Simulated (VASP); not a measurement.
# Zr3Mn (Pm-3m) in VASP: further runs

One crystal, Zr3Mn, is run at these levels: PBEsol; tasks: single point.

Program: VASP 6.6.1. These are calculated values, not measurements. Logs are shortened: lines on timing, memory, paths and dates and some standing lists are left out, and cuts for length are marked.

**1. The crystal as given**

The structure is cubic, space group Pm-3m (No. 221). The conventional cell has a = 4.373 Å, b = 4.373 Å, c = 4.373 Å, α = 90.00°, β = 90.00°, γ = 90.00°. Around Zr (site symmetry 4/mmm) lie 8 Zr at 3.09 Å and 4 Mn at 3.09 Å. Mn (site symmetry m-3m) is surrounded by 12 Zr at 3.09 Å.

The cell comes from a database or a generator and needn't be the stable form of this composition.

**2. Single point, PBEsol, collinear spin, ferromagnetic start**

Contents of INCAR:

```
SYSTEM = Zr3Mn
PREC = Accurate
ENCUT = 520
EDIFF = 1E-7
ISMEAR = 0
SIGMA = 0.1
LREAL = .False.
LASPH = .True.
NELM = 120
ALGO = Normal
ISIF = 2
LWAVE = .False.
LCHARG = .False.
ISPIN = 2
MAGMOM = 0 0 0 4
LORBIT = 11
LMAXMIX = 4
GGA = PS
```

Contents of KPOINTS:

```
regular mesh
0
Gamma
  6 6 6
  0 0 0
```

Contents of POSCAR:

```
Zr3Mn
1.0
    4.3732200000      0.0000000000      0.0000000000
    0.0000000000      4.3732200000      0.0000000000
    0.0000000000      0.0000000000      4.3732200000
Zr Mn
3 1
Direct
    0.5000000000      0.5000000000      0.0000000000
    0.5000000000      0.0000000000      0.5000000000
    0.0000000000      0.5000000000      0.5000000000
    0.0000000000      0.0000000000      0.0000000000
```

Potentials or basis: VASP PAW PBE potentials, release 64 (Zr_sv, Mn_pv).

On the command line:

```console
$ cat potpaw_PBE.64/Zr_sv/POTCAR potpaw_PBE.64/Mn_pv/POTCAR > POTCAR
$ mpirun -np 1 vasp_std > vasp.out
```

OUTCAR:

```text
SYSTEM = Zr3Mn
   PREC = Accurate
   ENCUT = 520
   EDIFF = 1E-7
   ISMEAR = 0
   LREAL = .False.
   LASPH = .True.
   NELM = 120
   ISIF = 2
   ISPIN = 2
   LORBIT = 11
   GGA = PS

 ion  position               nearest neighbor table
   1  0.500  0.500  0.000-   2 3.09   3 3.09   4 3.09   2 3.09   3 3.09   2 3.09   4 3.09   2 3.09
                             3 3.09   4 3.09   3 3.09   4 3.09
   2  0.500  0.000  0.500-   1 3.09   3 3.09   4 3.09   1 3.09   4 3.09   1 3.09   3 3.09   1 3.09
                             3 3.09   4 3.09   4 3.09   3 3.09
   3  0.000  0.500  0.500-   1 3.09   2 3.09   4 3.09   1 3.09   4 3.09   2 3.09   4 3.09   4 3.09
                             1 3.09   2 3.09   1 3.09   2 3.09
   4  0.000  0.000  0.000-   1 3.09   2 3.09   3 3.09   2 3.09   3 3.09   1 3.09   3 3.09   3 3.09
                             1 3.09   2 3.09   2 3.09   1 3.09

  LATTYP: Found a simple cubic cell.
 ALAT       =     4.3732200000

  Lattice vectors:

 A1 = (   4.3732200000,   0.0000000000,   0.0000000000)
 A2 = (   0.0000000000,   4.3732200000,   0.0000000000)
 A3 = (   0.0000000000,   0.0000000000,   4.3732200000)

Analysis of symmetry for initial positions (statically):
=====================================================================
 Subroutine PRICEL returns:
 Original cell was already a primitive cell.

 Routine SETGRP: Setting up the symmetry group for a
 simple cubic supercell.

 Subroutine GETGRP returns: Found 48 space group operations
 (whereof 48 operations were pure point group operations)
 out of a pool of 48 trial point group operations.

The static configuration has the point symmetry O_h .

Analysis of symmetry for dynamics (positions and initial velocities):
=====================================================================
 Subroutine PRICEL returns:
 Original cell was already a primitive cell.

 Routine SETGRP: Setting up the symmetry group for a
 simple cubic supercell.

 Subroutine GETGRP returns: Found 48 space group operations
 (whereof 48 operations were pure point group operations)
 out of a pool of 48 trial point group operations.

The dynamic configuration has the point symmetry O_h .

Analysis of structural, dynamic, and magnetic symmetry:
=====================================================================
 Subroutine PRICEL returns:
 Original cell was already a primitive cell.

 Routine SETGRP: Setting up the symmetry group for a
 simple cubic supercell.

 Subroutine GETGRP returns: Found 48 space group operations
 (whereof 48 operations were pure point group operations)
 out of a pool of 48 trial point group operations.
[... 129 lines left out ...]
   LEPSILON=     F    determine dielectric tensor
   LRPA    =     F    only Hartree local field effects (RPA)
 spin polarized calculation
 Gauss-broadening in eV      SIGMA  =   0.10
  energy-cutoff  :      520.00
  volume of cell :       83.64
 maximum number of plane-waves:      2301
 NGX is ok and might be reduce to    36
   NGX = 17   NGY = 17   NGZ = 17

 number of electron      48.9999991 magnetization       3.3280138

 Free energy of the ion-electron system (eV)
  ---------------------------------------------------
  ext. energy  EPLUGINS =         0.00000000
  ---------------------------------------------------
  free energy    TOTEN  =       -36.19403564 eV

  energy without entropy =      -36.16053306  energy(sigma->0) =      -36.17728435

 E-fermi :   8.5336     XC(G=0): -11.4351

 val. band max:        8.5243067483   @ k =   0.3333   0.1667   0.0000
 cond. band min:       8.5377010550   @ k =   0.1667   0.1667   0.0000
 fundamental gap:      0.0133943067
 Fermi energy:         8.5335947159

 spin component 1

 k-point     1 :       0.0000    0.0000    0.0000
  band No.  band energies     occupation
      1     -40.9615      1.00000
      2     -40.9615      1.00000
      3     -40.9615      1.00000
      4     -39.9286      1.00000
      5     -39.7134      1.00000
      6     -39.7134      1.00000
[... 669 lines left out ...]
     30       9.5094      0.00000
     31      10.2151      0.00000
 Fermi energy:         8.5335947159

 spin component 2

 k-point     1 :       0.0000    0.0000    0.0000
  band No.  band energies     occupation
      1     -39.9686      1.00000
      2     -39.7527      1.00000
      3     -39.7527      1.00000
      4     -37.4127      1.00000
      5     -37.4127      1.00000
      6     -37.4127      1.00000
[... 669 lines left out ...]
     30       9.3685      0.00000
     31      10.2045      0.00000

------------------------ aborting loop because EDIFF is reached ----------------------------------------

  FORCE on cell =-STRESS in cart. coord.  units (eV):
  Direction    XX          YY          ZZ          XY          YZ          ZX
  --------------------------------------------------------------------------------------
  -------------------------------------------------------------------------------------
  Total       -2.2545489     -2.2545489     -2.2545489     -0.0000000     -0.0000000      0.0000000
  in kB      -43.1883149    -43.1883149    -43.1883149     -0.0000000     -0.0000000      0.0000000
  external PRESSURE =     -43.1883149 kB  Pullay stress =       0.0000000 kB

 VOLUME and BASIS-vectors are now :
 -----------------------------------------------------------------------------
  energy-cutoff  :      520.00
  volume of cell :       83.64
      direct lattice vectors                 reciprocal lattice vectors
     4.373220000  0.000000000  0.000000000     0.228664462  0.000000000  0.000000000
     0.000000000  4.373220000  0.000000000     0.000000000  0.228664462  0.000000000
     0.000000000  0.000000000  4.373220000     0.000000000  0.000000000  0.228664462

 POSITION                                       TOTAL-FORCE (eV/Angst)
 -----------------------------------------------------------------------------------
      2.18661      2.18661      0.00000         0.000000      0.000000      0.000000
      2.18661      0.00000      2.18661         0.000000      0.000000      0.000000
      0.00000      2.18661      2.18661         0.000000      0.000000      0.000000
      0.00000      0.00000      0.00000         0.000000      0.000000      0.000000
 -----------------------------------------------------------------------------------
    total drift:                                0.000000      0.000000      0.000000

  FREE ENERGIE OF THE ION-ELECTRON SYSTEM (eV)
  ---------------------------------------------------
  free  energy   TOTEN  =       -36.1940356387 eV

  energy  without entropy=      -36.1605330629  energy(sigma->0) =      -36.17728435

 total charge

# of ion       s       p       d       tot
------------------------------------------
    1        2.234   5.952   1.688   9.873
    2        2.234   5.952   1.688   9.873
    3        2.234   5.952   1.688   9.873
    4        0.349   6.237   4.892  11.479
--------------------------------------------------
tot          7.050  24.092   9.957  41.099

 magnetization (x)

# of ion       s       p       d       tot
------------------------------------------
    1       -0.005  -0.001  -0.066  -0.072
    2       -0.005  -0.001  -0.066  -0.072
    3       -0.005  -0.001  -0.066  -0.072
    4        0.038   0.051   3.338   3.427
--------------------------------------------------
tot          0.024   0.047   3.141   3.212
```

OSZICAR:

```text
N       E                     dE             d eps       ncg     rms          rms(c)
DAV:   1     0.576838371481E+03    0.57684E+03   -0.26275E+04  2568   0.165E+03
DAV:   2     0.852564277000E+01   -0.56831E+03   -0.55344E+03  2783   0.499E+02
[... 10 lines left out ...]
DAV:  13    -0.361940515696E+02   -0.36230E-03   -0.20124E-03  3344   0.220E-01    0.113E-01
DAV:  14    -0.361940194148E+02    0.32155E-04   -0.16636E-04  3430   0.737E-02    0.709E-02
DAV:  15    -0.361940323461E+02   -0.12931E-04   -0.32800E-05  3260   0.357E-02    0.349E-02
DAV:  16    -0.361940356418E+02   -0.32957E-05   -0.56079E-06  3425   0.154E-02    0.151E-02
DAV:  17    -0.361940359099E+02   -0.26806E-06   -0.10996E-06  2810   0.587E-03    0.265E-03
DAV:  18    -0.361940357116E+02    0.19831E-06   -0.11981E-07  1970   0.238E-03    0.110E-03
DAV:  19    -0.361940356387E+02    0.72854E-07   -0.34829E-08  1702   0.120E-03
   1 F= -.36194036E+02 E0= -.36177284E+02  d E =-.335026E-01  mag=     3.3282
```

It took 81 s on 1 thread of AMD EPYC 9R45 (Zen 5), shared host; peak memory 0.25 GiB.

What came out:

* Free energy: -36.1940 eV
* Pressure: -4.3 GPa
* Band gap on the k mesh: none (metal or under the smearing width)
* Net moment: 3.33 μB per cell
* Site moments: Zr -0.07; Mn +3.43 μB
* Valence electrons inside the program's atomic spheres: Zr 9.87; Mn 11.48

Caveat: the PAW data sets were made with another functional, which shifts forces and pressure a little.

**3. Single point, PBEsol, collinear spin, ferromagnetic start**

Contents of run.py:

```python
from ase.calculators.vasp import Vasp
from ase.dft.bandgap import bandgap
from ase.io import read

atoms = read('POSCAR')
atoms.set_initial_magnetic_moments([0.0, 0.0, 0.0, 4.0])
calc = Vasp(
    directory='calc',
    xc='pbesol',
    pp='PBE',
    setups='recommended',
    prec='Accurate',
    encut=520,
    ediff=1e-06,
    ismear=0,
    sigma=0.1,
    lreal=False,
    lasph=True,
    nelm=120,
    algo='Fast',
    isif=2,
    lwave=False,
    lcharg=True,
    ispin=2,
    lorbit=11,
    lmaxmix=4,
    lelf=True,
    lvhar=True,
    kpts=[6, 6, 6],
    gamma=True,
)
atoms.calc = calc

print('energy (eV):', atoms.get_potential_energy())
print('free energy (eV):', atoms.get_potential_energy(force_consistent=True))
print('forces (eV/A):')
print(atoms.get_forces())
print('stress (eV/A^3, Voigt):', atoms.get_stress())
print('Fermi level (eV):', calc.get_fermi_level())
print('moment (muB):', atoms.get_magnetic_moment())
print('site moments (muB):', atoms.get_magnetic_moments())
gap, top, bottom = bandgap(calc)
print('band gap (eV):', gap, 'from (spin, k, band)', top, 'to', bottom)
```

POSCAR is that of step 2.

Potentials or basis: VASP PAW PBE potentials, release 64 (Zr_sv, Mn_pv).

On the command line:

```console
$ python run.py
```

Run time: 4.7 min. Hardware: 1 thread of AMD EPYC 9R45 (Zen 5), shared host; peak memory 0.26 GiB.

Results (log left out):

```
Free energy                                           : -36.1877 eV
Pressure                                              : -4.3 GPa
Band gap on the k mesh                                : none (metal or under the smearing width)
Net moment                                            : 3.35 μB per cell
Site moments                                          : Zr -0.07; Mn +3.43 μB
Valence electrons inside the program's atomic spheres : Zr 9.87; Mn 11.48
```

Levels at points of the mesh, in eV from the Fermi level:
Spin up:
| k point | band 24 | band 25 | band 26 | band 27 | band 28 | band 29 |
| --- | --- | --- | --- | --- | --- | --- |
| (0.00, 0.00, 0.00) | -0.61 | -0.61 | 0.13 | 0.13 | 2.59 | 2.59 |
| (0.50, 0.00, 0.00) | -0.99 | -0.76 | -0.76 | 1.14 | 1.14 | 1.15 |
| (0.50, 0.50, 0.00) | -1.08 | -0.88 | -0.26 | -0.21 | -0.21 | 1.38 |
| (0.50, 0.50, 0.50) | -0.99 | 0.62 | 0.62 | 0.62 | 0.97 | 0.97 |
Spin down:
```tsv
k point	band 19	band 20	band 21	band 22	band 23	band 24	band 25	band 26	band 27	band 28
(0.00, 0.00, 0.00)	-2.55	-1.99	-1.99	-1.99	0.86	0.86	0.86	2.27	2.27	2.92
(0.50, 0.00, 0.00)	-1.19	-1.05	-0.65	-0.65	-0.05	-0.05	0.93	1.38	1.84	1.84
(0.50, 0.50, 0.00)	-1.32	-0.91	-0.31	-0.29	-0.29	-0.08	-0.08	-0.07	0.18	1.17
(0.50, 0.50, 0.50)	-2.63	0.70	0.70	0.70	0.73	0.73	0.82	0.82	0.82	0.83
```

Caveat: the PAW data sets were made with another functional, which shifts forces and pressure a little.
